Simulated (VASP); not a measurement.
All values below come from PBE GGA, VASP's PBE PAW potentials (set 64) (plane waves; VASP).

A VASP calculation is set up with these files.

**KPOINTS**
```
Automatic mesh
0
Gamma
4 4 4
0 0 0
```

POSCAR:
```
CsPbBr3
6.0051780
  1.0000000248   0.0000000000   0.0000000000
  0.0000000000   1.0000000248   0.0000000000
  0.0000000000   0.0000000000   1.0000000248
Cs Pb Br
1 1 3
Direct
  0.0000000000   0.0000000000   0.0000000000
  0.5000000000   0.5000000000   0.5000000000
  0.5000000000   0.0000000000   0.5000000000
  0.0000000000   0.5000000000   0.5000000000
  0.5000000000   0.5000000000   0.0000000000
```

INCAR:
```
ALGO = Normal
EDIFF = 1E-7
ENCUT = 400
GGA = PE
ISIF = 2
ISMEAR = -5
LASPH = .True.
LCHARG = .True.
LEFG = .True.
LMAXMIX = 4
LORBIT = 11
LREAL = .False.
LWAVE = .False.
NEDOS = 601
NELM = 100
PREC = Accurate
SYSTEM = CsPbBr3
```

POTCAR, in this order: Cs_sv Pb_d Br (PBE.64 set). Program: vasp_std.

Output

File OSZICAR:
```
       N       E                     dE             d eps       ncg     rms          rms(c)
DAV:   1     0.357642585271E+03    0.35764E+03   -0.16382E+04   520   0.121E+03
DAV:   2     0.231282502283E+02   -0.33451E+03   -0.32830E+03   670   0.301E+02
DAV:   3    -0.150097229415E+02   -0.38138E+02   -0.38021E+02   614   0.115E+02
DAV:   4    -0.165199456561E+02   -0.15102E+01   -0.15061E+01   680   0.312E+01
DAV:   5    -0.165545211098E+02   -0.34575E-01   -0.34543E-01   654   0.352E+00    0.391E+00
DAV:   6    -0.159196889903E+02    0.63483E+00   -0.11566E+00   782   0.105E+01    0.225E+00
DAV:   7    -0.158616941035E+02    0.57995E-01   -0.56139E-01   766   0.412E+00    0.103E+00
DAV:   8    -0.158726436683E+02   -0.10950E-01   -0.67940E-02   612   0.221E+00    0.187E-01
DAV:   9    -0.158719633826E+02    0.68029E-03   -0.10912E-02   724   0.796E-01    0.105E-01
DAV:  10    -0.158723690046E+02   -0.40562E-03   -0.11450E-03   572   0.191E-01    0.417E-02
DAV:  11    -0.158724518598E+02   -0.82855E-04   -0.19978E-04   660   0.112E-01    0.801E-03
DAV:  12    -0.158724523211E+02   -0.46132E-06   -0.30381E-05   722   0.537E-02    0.612E-03
DAV:  13    -0.158724523405E+02   -0.19395E-07   -0.37583E-06   724   0.138E-02    0.246E-03
DAV:  14    -0.158724524964E+02   -0.15587E-06   -0.49460E-07   620   0.623E-03    0.591E-04
DAV:  15    -0.158724525615E+02   -0.65100E-07   -0.14288E-08   360   0.978E-04
   1 F= -.15872453E+02 E0= -.15872453E+02  d E =0.000000E+00
```

### OUTCAR
```
------------------------ aborting loop because EDIFF is reached ----------------------------------------
  FORCE on cell =-STRESS in cart. coord.  units (eV):
  Direction    XX          YY          ZZ          XY          YZ          ZX
  --------------------------------------------------------------------------------------
  Total        0.0187390      0.0187390      0.0187390      0.0000000      0.0000000      0.0000000
  in kB        0.1386370      0.1386370      0.1386370      0.0000000      0.0000000      0.0000000
  external PRESSURE =       0.1386370 kB  Pullay stress =       0.0000000 kB
  volume of cell :      216.56
      direct lattice vectors                 reciprocal lattice vectors
     6.005178149  0.000000000  0.000000000     0.166522953  0.000000000  0.000000000
     0.000000000  6.005178149  0.000000000     0.000000000  0.166522953  0.000000000
     0.000000000  0.000000000  6.005178149     0.000000000  0.000000000  0.166522953
 POSITION                                       TOTAL-FORCE (eV/Angst)
 -----------------------------------------------------------------------------------
      0.00000      0.00000      0.00000         0.000000      0.000000      0.000000
      3.00259      3.00259      3.00259         0.000000      0.000000      0.000000
      3.00259      0.00000      3.00259         0.000000      0.000000      0.000000
      0.00000      3.00259      3.00259         0.000000      0.000000      0.000000
      3.00259      3.00259      0.00000         0.000000      0.000000      0.000000
 -----------------------------------------------------------------------------------
    total drift:                                0.000000      0.000000     -0.000000
  FREE ENERGIE OF THE ION-ELECTRON SYSTEM (eV)
  ---------------------------------------------------
  free  energy   TOTEN  =       -15.8724525615 eV

  energy  without entropy=      -15.8724525615  energy(sigma->0) =      -15.87245256

 total charge

# of ion       s       p       d       tot
------------------------------------------
    1        1.838   4.712   0.009   6.559
    2        1.504   0.437   9.847  11.788
    3        1.609   3.250   0.006   4.866
    4        1.609   3.250   0.006   4.866
    5        1.609   3.250   0.006   4.866
--------------------------------------------------
tot          8.170  14.900   9.874  32.944
```
(Selected blocks of OUTCAR.)

**OUTCAR**
```
 val. band max:        0.5549394266   @ k =   0.5000   0.5000   0.5000

 cond. band min:       2.3390254003   @ k =   0.5000   0.5000   0.5000


 Fermi energy:         0.5940895069

 k-point     1 :       0.0000    0.0000    0.0000
  band No.  band energies     occupation
      1     -20.6496      2.00000
      2     -16.0863      2.00000
      3     -16.0863      2.00000
      4     -15.9806      2.00000
      5     -15.9806      2.00000
      6     -15.9806      2.00000
      7     -13.7029      2.00000
      8     -13.1381      2.00000
      9     -13.1381      2.00000
     10      -7.4317      2.00000
     11      -7.4317      2.00000
     12      -7.4317      2.00000
     13      -6.2708      2.00000
     14      -3.1891      2.00000
     15      -3.1891      2.00000
     16      -3.1891      2.00000
     17      -1.1606      2.00000
     18      -1.1606      2.00000
     19      -1.1606      2.00000
     20      -1.0727      2.00000
     21      -1.0727      2.00000
     22      -1.0727      2.00000
     23       3.8598      0.00000
     24       5.0644      0.00000
     25       5.0644      0.00000
     26       5.7951      0.00000

 k-point     2 :       0.2500    0.0000    0.0000
  band No.  band energies     occupation
      1     -20.6493      2.00000
      2     -16.0863      2.00000
      3     -16.0654      2.00000
      4     -15.9809      2.00000
      5     -15.9809      2.00000
      6     -15.9806      2.00000
      7     -13.6458      2.00000
      8     -13.2322      2.00000
      9     -13.1374      2.00000
     10      -7.4290      2.00000
     11      -7.4276      2.00000
     12      -7.4276      2.00000
     13      -6.6210      2.00000
     14      -3.1461      2.00000
     15      -3.1461      2.00000
     16      -2.3583      2.00000
     17      -1.2217      2.00000
     18      -1.2217      2.00000
     19      -1.2160      2.00000
     20      -1.1203      2.00000
     21      -1.1203      2.00000
     22      -1.0738      2.00000
...
```

Unless said otherwise, spin-orbit coupling is left out, though it shifts the bands of the heavy elements here.

The compound is CsPbBr3 in the cubic perovskite structure, the ideal cubic form; the compound distorts at low or room temperature. It was relaxed first, which changed the volume by +7 %.
